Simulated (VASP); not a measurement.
Data:

```yaml
crystal:
  lattice:
    - [0.00000, 3.34036, 3.34036]
    - [3.34036, 0.00000, 3.34036]
    - [3.34036, 3.34036, 0.00000]
  atoms:
    - { symbol: Sr, position: [0.00000, 0.00000, 0.00000] }
    - { symbol: Te, position: [0.50000, 0.50000, 0.50000] }
```

Computed with optB88-vdW, VASP's PBE PAW potentials (set 64) (plane waves; VASP). Settings: 520 eV cut-off, Gaussian smearing of 0.050 eV, potentials Sr_sv Te.

Unless said otherwise, spin-orbit coupling is left out, though it shifts the bands of the heavy elements here.

Task: Estimate the band gap (along the path) with the smallest direct gap where there is one.

Result: 
```
Quantity                               Result
------------------------------------  -------
band gap (along the path)             1.76 eV
smallest direct gap (along the path)  2.48 eV
```

The compound is SrTe in the rock salt structure. It was relaxed first.
